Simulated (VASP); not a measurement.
Calculation: PBEsol GGA, VASP's PBE PAW potentials (set 64) (plane waves; VASP).

Input for VASP

### KPOINTS
```
Automatic mesh
0
Gamma
7 7 7
0 0 0
```

**INCAR**
```
LCHARG = .FALSE.
ALGO = Normal   ! blocked Davidson
SYSTEM = SrTe
IBRION = 2   ! conjugate gradients
ISMEAR = 0   ! Gaussian
SIGMA = 0.05   ! width (eV)
NELM = 100
EDIFFG = -0.02   ! ionic stop
LMAXMIX = 4   ! l cut-off of mixed one-centre charges
LREAL = .FALSE.   ! projection in real space or not
NSW = 40   ! most ionic steps
PSTRESS = 200   ! kbar
PREC = Accurate
ISIF = 3   ! ions, shape and volume
ENCUT = 500   ! plane-wave cut-off (eV)
LWAVE = .FALSE.
EDIFF = 1E-6   ! SCF stop (eV)
GGA = PS   ! PBEsol
LASPH = .TRUE.
```

**POSCAR**
```
SrTe
1
    0.0000000000     3.1071181062     3.1071181062
    3.1071181062     0.0000000000     3.1071181062
    3.1071181062     3.1071181062     0.0000000000
Sr Te
1 1
Direct
  0.0000000000   0.0000000000   0.0000000000
  0.5000000000   0.5000000000   0.5000000000
```

POTCAR, in this order: Sr_sv Te (PBE.64 set). Program: vasp_std.

**Question.** What will the output report for the number of irreducible k-points (NKPTS), largest plane-wave count, number of space-group operations, FFT grid (NGX, NGY, NGZ)?

**Answer.** 
- number of irreducible k-points (NKPTS): 20
- largest plane-wave count: 1536
- number of space-group operations: 48
- FFT grid (NGX, NGY, NGZ): 32 × 32 × 32

The structure was generated: SrTe was put into the rock salt type (Fm-3m), which need not be its known phase. This run relaxes it under an external pressure of 20 GPa. Symmetry was kept, so distortions that lower it aren't found.
